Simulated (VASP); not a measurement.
# Ga15CoN16 (a cell with a defect) in VASP: further runs, part 2 of 2

VASP 6.6.1. Earlier steps stand in the parts before.

### 3 Single point, PBEsol+U, collinear spin, ferromagnetic start

Input file INCAR:

```
SYSTEM = Ga15CoN16
PREC     = Accurate       ! precision mode
ENCUT    = 450            ! plane-wave cutoff, eV
EDIFF    = 1E-5           ! SCF threshold, eV
ISMEAR   = 0              ! smearing method
SIGMA    = 0.03           ! smearing width, eV
LREAL    = Auto         
LASPH    = .TRUE.         ! aspherical terms in the spheres
NELM     = 120            ! most SCF steps
ALGO     = Normal         ! electronic algorithm
ISIF     = 2              ! what is computed and relaxed
LWAVE    = .FALSE.        ! write WAVECAR
LCHARG   = .FALSE.        ! write CHGCAR
ISPIN    = 2              ! spin polarisation
MAGMOM   = 4 0 0 0 0 0 0 0 0 0 0 0 0 0 0 0 0 0 0 0 0 0 0 0 0 0 0 0 0 0 0 0 ! initial moments
LORBIT   = 11             ! projections on sites
NUPDOWN  = 4              ! fixed moment
LMAXMIX  = 4              ! l up to which the mixer works
LDAU     = .TRUE.         ! DFT+U
LDAUTYPE = 2            
LDAUL    = 2 -1 -1        ! shell
LDAUU    = 4 0 0          ! U, eV
LDAUJ    = 0 0 0        
LDAUPRINT= 1            
GGA      = PS             ! functional
KPAR     = 4
```

Input file KPOINTS:

```
regular mesh
0
G
  3 3 2
  0 0 0
```

Input file POSCAR:

```
Ga15CoN16
1.0
    6.3800000000      0.0000000000      0.0000000000
   -3.1900000000      5.5252420762      0.0000000000
    0.0000000000      0.0000000000     10.3780000000
Co Ga N
1 15 16
Direct
    0.3333333333      0.1666666667      0.0000000000
    0.3333333333      0.1666666667      0.5000000000
    0.3333333333      0.6666666667      0.0000000000
    0.3333333333      0.6666666667      0.5000000000
    0.8333333333      0.1666666667      0.0000000000
    0.8333333333      0.1666666667      0.5000000000
    0.8333333333      0.6666666667      0.0000000000
    0.8333333333      0.6666666667      0.5000000000
    0.1666666667      0.3333333333      0.2500000000
    0.1666666667      0.3333333333      0.7500000000
    0.1666666667      0.8333333333      0.2500000000
    0.1666666667      0.8333333333      0.7500000000
    0.6666666667      0.3333333333      0.2500000000
    0.6666666667      0.3333333333      0.7500000000
    0.6666666667      0.8333333333      0.2500000000
    0.6666666667      0.8333333333      0.7500000000
    0.3333333333      0.1666666667      0.1875000000
    0.3333333333      0.1666666667      0.6875000000
    0.3333333333      0.6666666667      0.1875000000
    0.3333333333      0.6666666667      0.6875000000
    0.8333333333      0.1666666667      0.1875000000
    0.8333333333      0.1666666667      0.6875000000
    0.8333333333      0.6666666667      0.1875000000
    0.8333333333      0.6666666667      0.6875000000
    0.1666666667      0.3333333333      0.4375000000
    0.1666666667      0.3333333333      0.9375000000
    0.1666666667      0.8333333333      0.4375000000
    0.1666666667      0.8333333333      0.9375000000
    0.6666666667      0.3333333333      0.4375000000
    0.6666666667      0.3333333333      0.9375000000
    0.6666666667      0.8333333333      0.4375000000
    0.6666666667      0.8333333333      0.9375000000
```

Potentials or basis: VASP PAW PBE potentials, release 64 (Co, Ga_d, N).

Launch:

```console
$ cat potpaw_PBE.64/Co/POTCAR potpaw_PBE.64/Ga_d/POTCAR potpaw_PBE.64/N/POTCAR > POTCAR
$ mpirun -np 4 vasp_std > vasp.out
```

OUTCAR:

```text
SYSTEM = Ga15CoN16
   PREC = Accurate
   ENCUT = 450
   EDIFF = 1E-5
   ISMEAR = 0
   LREAL = Auto
   LASPH = .TRUE.
   NELM = 120
   ISIF = 2
   ISPIN = 2
   LORBIT = 11
   NUPDOWN = 4
   GGA = PS

 ion  position               nearest neighbor table
   1  0.333  0.167  0.000-  17 1.95  26 1.95  30 1.95  28 1.95
   2  0.333  0.167  0.500-  18 1.95  25 1.95  29 1.95  27 1.95
   3  0.333  0.667  0.000-  19 1.95  28 1.95  32 1.95  26 1.95
   4  0.333  0.667  0.500-  20 1.95  27 1.95  31 1.95  25 1.95
   5  0.833  0.167  0.000-  21 1.95  30 1.95  26 1.95  32 1.95
   6  0.833  0.167  0.500-  22 1.95  29 1.95  25 1.95  31 1.95
[... 24 lines left out ...]
  31  0.667  0.833  0.438-  15 1.95   8 1.95   4 1.95   6 1.95
  32  0.667  0.833  0.938-  16 1.95   7 1.95   3 1.95   5 1.95

  LATTYP: Found a hexagonal cell.
 ALAT       =     6.3800000000
 C/A-ratio  =     1.6266457680

  Lattice vectors:

 A1 = (   6.3800000000,   0.0000000000,   0.0000000000)
 A2 = (  -3.1900000000,   5.5252420762,   0.0000000000)
 A3 = (   0.0000000000,   0.0000000000,  10.3780000000)

Analysis of symmetry for initial positions (statically):
=====================================================================
 Subroutine PRICEL returns:
 Original cell was already a primitive cell.

 Routine SETGRP: Setting up the symmetry group for a
 hexagonal supercell.

 Subroutine GETGRP returns: Found  6 space group operations
 (whereof  2 operations were pure point group operations)
 out of a pool of 24 trial point group operations.

The static configuration has the point symmetry C_1h.
 The point group associated with its full space group is C_3v.

Analysis of symmetry for dynamics (positions and initial velocities):
=====================================================================
 Subroutine PRICEL returns:
 Original cell was already a primitive cell.

 Routine SETGRP: Setting up the symmetry group for a
 hexagonal supercell.

 Subroutine GETGRP returns: Found  6 space group operations
 (whereof  2 operations were pure point group operations)
 out of a pool of 24 trial point group operations.

The dynamic configuration has the point symmetry C_1h.
 The point group associated with its full space group is C_3v.

Analysis of structural, dynamic, and magnetic symmetry:
=====================================================================
 Subroutine PRICEL returns:
 Original cell was already a primitive cell.

 Routine SETGRP: Setting up the symmetry group for a
 hexagonal supercell.

 Subroutine GETGRP returns: Found  6 space group operations
 (whereof  2 operations were pure point group operations)
 out of a pool of 24 trial point group operations.

The overall configuration has the point symmetry C_1h.
 The point group associated with its full space group is C_3v.

 Subroutine INISYM returns: Found  6 space group operations
 (whereof  2 operations are pure point group operations),
 and found     1 'primitive' translations

----------------------------------------------------------------------------------------

                                     Primitive cell
[... 200 lines left out ...]
  o =  0.6797  v =  0.0000  0.0000  0.0000  0.0000  0.0000  0.3714 -0.0000 -0.0000  0.9285 -0.0000      0.0000  0.0000  0.0000  0.0000  0.0000  0.0000  0.0000  0.0000  0.0000  0.0000
  o =  0.6797  v =  0.0000  0.0000  0.0000  0.0000  0.0000  0.0000  0.9285  0.0000  0.0000  0.3714      0.0000  0.0000  0.0000  0.0000  0.0000  0.0000  0.0000  0.0000  0.0000  0.0000
  o =  0.9726  v =  0.5227 -0.0000  0.0000  0.8525 -0.0000  0.0000  0.0000  0.0000  0.0000  0.0000      0.0000  0.0000  0.0000  0.0000  0.0000  0.0000  0.0000  0.0000  0.0000  0.0000
  o =  0.9726  v = -0.0000 -0.8525  0.0000 -0.0000 -0.5227  0.0000  0.0000  0.0000  0.0000  0.0000      0.0000  0.0000  0.0000  0.0000  0.0000  0.0000  0.0000  0.0000  0.0000  0.0000
  o =  0.9957  v =  0.8525  0.0000  0.0000 -0.5227 -0.0000  0.0000  0.0000  0.0000  0.0000  0.0000      0.0000  0.0000  0.0000  0.0000  0.0000  0.0000  0.0000  0.0000  0.0000  0.0000
  o =  0.9957  v = -0.0000  0.5227  0.0000  0.0000 -0.8525  0.0000  0.0000  0.0000  0.0000  0.0000      0.0000  0.0000  0.0000  0.0000  0.0000  0.0000  0.0000  0.0000  0.0000  0.0000
  o =  0.9975  v =  0.0000  0.0000 -1.0000 -0.0000 -0.0000  0.0000  0.0000  0.0000  0.0000  0.0000      0.0000  0.0000  0.0000  0.0000  0.0000  0.0000  0.0000  0.0000  0.0000  0.0000

 number of electron     284.0000032 magnetization       4.0000005

 Free energy of the ion-electron system (eV)
  ---------------------------------------------------
  ext. energy  EPLUGINS =         0.00000000
  ---------------------------------------------------
  free energy    TOTEN  =      -208.81902480 eV

  energy without entropy =     -208.81814503  energy(sigma->0) =     -208.81858492

 E-fermi :   5.2670     XC(G=0): -11.8797

 val. band max:        5.5274496762   @ k =   0.0000   0.0000   0.0000
 cond. band min:       5.2946114408   @ k =   0.0000   0.0000   0.5000
 fundamental gap:     -0.2328382354
 Fermi energy:         5.6589676377

 spin component 1

 k-point     1 :       0.0000    0.0000    0.0000
  band No.  band energies     occupation
      1     -10.7708      1.00000
      2     -10.2194      1.00000
      3     -10.1615      1.00000
      4      -9.8646      1.00000
      5      -9.8646      1.00000
      6      -9.8420      1.00000
[... 931 lines left out ...]
    153      11.7040      0.00000
    154      11.7121      0.00000
 Fermi energy:         5.2669853344

 spin component 2

 k-point     1 :       0.0000    0.0000    0.0000
  band No.  band energies     occupation
      1     -10.7293      1.00000
      2     -10.1934      1.00000
      3     -10.1046      1.00000
      4      -9.8469      1.00000
      5      -9.8469      1.00000
      6      -9.8238      1.00000
[... 931 lines left out ...]
    153      11.7412      0.00000
    154      11.7437      0.00000
 [bands above 154 left out]

------------------------ aborting loop because EDIFF is reached ----------------------------------------

  FORCE on cell =-STRESS in cart. coord.  units (eV):
  Direction    XX          YY          ZZ          XY          YZ          ZX
  --------------------------------------------------------------------------------------
  -------------------------------------------------------------------------------------
  Total       -6.5265200     -6.5265200     -2.8158469     -0.0000000      0.0000000      0.0000000
  in kB      -28.5829203    -28.5829203    -12.3320129     -0.0000000      0.0000000      0.0000000
  external PRESSURE =     -23.1659512 kB  Pullay stress =       0.0000000 kB

 VOLUME and BASIS-vectors are now :
 -----------------------------------------------------------------------------
  energy-cutoff  :      450.00
  volume of cell :      365.84
      direct lattice vectors                 reciprocal lattice vectors
     6.380000000  0.000000000  0.000000000     0.156739812  0.090493773  0.000000000
    -3.190000000  5.525242076  0.000000000     0.000000000  0.180987545  0.000000000
     0.000000000  0.000000000 10.378000000     0.000000000  0.000000000  0.096357680

 POSITION                                       TOTAL-FORCE (eV/Angst)
 -----------------------------------------------------------------------------------
      1.59500      0.92087      0.00000         0.000000      0.000000     -0.068617
      1.59500      0.92087      5.18900         0.000000      0.000000     -0.102437
     -0.00000      3.68349      0.00000        -0.008214     -0.004743     -0.101109
     -0.00000      3.68349      5.18900         0.007643      0.004413     -0.096032
      4.78500      0.92087      0.00000         0.000000      0.009485     -0.101109
      4.78500      0.92087      5.18900         0.000000     -0.008826     -0.096032
[... 24 lines left out ...]
      1.59500      4.60437      4.54038         0.000000     -0.000000      0.120320
      1.59500      4.60437      9.72938         0.000000      0.000000      0.091886
 -----------------------------------------------------------------------------------
    total drift:                               -0.000010     -0.000008      0.007072

  FREE ENERGIE OF THE ION-ELECTRON SYSTEM (eV)
  ---------------------------------------------------
  free  energy   TOTEN  =      -208.8190248001 eV

  energy  without entropy=     -208.8181450317  energy(sigma->0) =     -208.81858492

 total charge

# of ion       s       p       d       tot
------------------------------------------
    1        0.461   0.586   7.080   8.126
    2        0.789   0.901  10.180  11.870
    3        0.791   0.895  10.178  11.864
    4        0.789   0.902  10.180  11.871
    5        0.791   0.895  10.178  11.864
    6        0.789   0.902  10.180  11.871
[... 24 lines left out ...]
   31        1.223   2.493   0.000   3.716
   32        1.223   2.491   0.000   3.714
--------------------------------------------------
tot         31.911  53.841 159.767 245.518

 magnetization (x)

# of ion       s       p       d       tot
------------------------------------------
    1        0.012   0.091   2.759   2.862
    2       -0.001   0.000   0.001   0.000
    3        0.001   0.010   0.011   0.021
    4        0.000   0.001   0.001   0.002
    5        0.001   0.010   0.011   0.021
    6        0.000   0.001   0.001   0.002
[... 24 lines left out ...]
   31        0.000   0.003   0.000   0.004
   32        0.000   0.012   0.000   0.012
--------------------------------------------------
tot          0.057   0.820   2.827   3.705
```

It took 8.2 min on 4 MPI ranks of AMD EPYC 9R45 (Zen 5), shared host; peak memory 0.78 GiB.

Results:

- Free energy: -208.8190 eV
- Largest force: 0.150 eV/Å
- Net moment: 4.00 μB per cell
- Site moments: Co +2.86; Ga +0.00, +0.02, +0.01, -0.00; N +0.14, +0.01, +0.15, +0.00 μB
- Valence electrons inside the program's atomic spheres: Co 8.13; Ga 11.87, 11.86; N 3.69, 3.71, 3.72, 3.70

Forces in eV/Å, atoms in the order of the input:
```
Co   0.000  0.000 -0.069
Ga   0.000  0.000 -0.102
Ga  -0.008 -0.005 -0.101
Ga   0.008  0.004 -0.096
Ga   0.000  0.009 -0.101
Ga   0.000 -0.009 -0.096
Ga   0.008 -0.005 -0.101
Ga  -0.008  0.004 -0.096
Ga   0.016 -0.009 -0.149
Ga   0.007 -0.004  0.003
Ga   0.000  0.019 -0.149
Ga   0.000  0.009  0.003
Ga  -0.016 -0.009 -0.149
Ga  -0.007 -0.004  0.003
Ga   0.000  0.000 -0.115
Ga   0.000  0.000 -0.098
N    0.000  0.000 -0.032
N    0.000  0.000  0.043
N    0.010  0.006  0.130
N    0.026  0.015  0.078
N    0.000 -0.012  0.130
N    0.000 -0.030  0.078
N   -0.010  0.006  0.130
N   -0.026  0.015  0.078
N   -0.031  0.018  0.127
N    0.105 -0.061  0.061
N    0.000 -0.036  0.127
N    0.000  0.122  0.061
N    0.031  0.018  0.127
N   -0.105 -0.061  0.061
N    0.000  0.000  0.120
N    0.000  0.000  0.092
```

Eigenvalues of the final occupation matrices:
| site | spin | trace | eigenvalues |
| --- | --- | --- | --- |
| site 1 d | 1 | 4.93 | 0.97 0.97 1.00 1.00 1.00 |
| site 1 d | 2 | 2.17 | 0.26 0.28 0.28 0.68 0.68 |

Caveat: the k mesh is coarse (spacing up to 0.38 Å⁻¹), so the values aren't converged; the cutoff is under 1.25 times the usual one of these potentials, so pressure, stress and relaxed cells hold a basis-set (Pulay) error; the PAW data sets were made with another functional, which shifts forces and pressure a little; the cell's inner coordinates are idealised or old, which leaves forces on the atoms; the total moment is fixed, so each spin has its own Fermi level. The state reached can hang on the start; a lower one may exist.
